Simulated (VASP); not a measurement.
Set up this calculation in VASP 6.6.1, as the native input.

```
Task                   : band structure
Functional             : r2SCAN
Potentials or basis    : VASP PAW PBE potentials, release 64 (Ge_d)
Cutoff                 : 520 eV
k mesh                 : 10 × 10 × 10
Occupations            : gaussian, width 0.02 eV
Spin                   : no spin polarisation
Further INCAR settings : ALGO = Normal; EDIFF = 1e-07; NBANDS = 21
```

The structure of Ge lies in POSCAR:

```
Ge                                      
1.0
    0.0000000000      2.8379084721      2.8379084721
    2.8379084721      0.0000000000      2.8379084721
    2.8379084721      2.8379084721     -0.0000000000
  Ge            
     2
Direct
     0.0000000000000000    0.0000000000000000    0.0000000000000000
     0.2500000000000000    0.2500000000000000    0.2500000000000000
```

These files were run (other wordings do the same):

INCAR

```
SYSTEM = Ge
ALGO     = Normal         ! electronic algorithm
EDIFF    = 1E-7           ! SCF threshold, eV
ENCUT    = 520            ! plane-wave cutoff, eV
ISIF     = 2              ! what is computed and relaxed
ISMEAR   = 0              ! smearing method
LASPH    = .True.         ! aspherical terms in the spheres
LCHARG   = .False.        ! write CHGCAR
LMIXTAU  = .True.       
LREAL    = .False.        ! projectors in reciprocal space
LWAVE    = .False.        ! write WAVECAR
METAGGA  = R2SCAN         ! meta-GGA
NBANDS   = 21             ! bands
NELM     = 60             ! most SCF steps
PREC     = Accurate       ! precision mode
SIGMA    = 0.02           ! smearing width, eV
```

KPOINTS

```
k-points
0
Gamma
  10 10 10
  0 0 0
```

KPOINTS_OPT

```
path GXWKGLUWLK,UX
10
line-mode
reciprocal
 0.0000000000  0.0000000000  0.0000000000  G
 0.5000000000  0.0000000000  0.5000000000  X

 0.5000000000  0.0000000000  0.5000000000  X
 0.5000000000  0.2500000000  0.7500000000  W

 0.5000000000  0.2500000000  0.7500000000  W
 0.3750000000  0.3750000000  0.7500000000  K

 0.3750000000  0.3750000000  0.7500000000  K
 0.0000000000  0.0000000000  0.0000000000  G

 0.0000000000  0.0000000000  0.0000000000  G
 0.5000000000  0.5000000000  0.5000000000  L

 0.5000000000  0.5000000000  0.5000000000  L
 0.6250000000  0.2500000000  0.6250000000  U

 0.6250000000  0.2500000000  0.6250000000  U
 0.5000000000  0.2500000000  0.7500000000  W

 0.5000000000  0.2500000000  0.7500000000  W
 0.5000000000  0.5000000000  0.5000000000  L

 0.5000000000  0.5000000000  0.5000000000  L
 0.3750000000  0.3750000000  0.7500000000  K

 0.6250000000  0.2500000000  0.6250000000  U
 0.5000000000  0.0000000000  0.5000000000  X
```

Potentials or basis: VASP PAW PBE potentials, release 64 (Ge_d).

Launch:

```sh
$ cat potpaw_PBE.64/Ge_d/POTCAR > POTCAR
$ mpirun -np 1 vasp_std > vasp.out
```

Results of the run:

- Pressure: 0.0 GPa
- Band gap on the k mesh: 0.31 eV, direct
- Band gap along the path: 0.31 eV, direct

Caveat: the PAW data sets were made with another functional, which shifts forces and pressure a little.

Run time: 3.3 min on 1 thread of Intel(R) Xeon(R) 6975P-C (Granite Rapids) (shared host), peak memory 0.19 GiB.
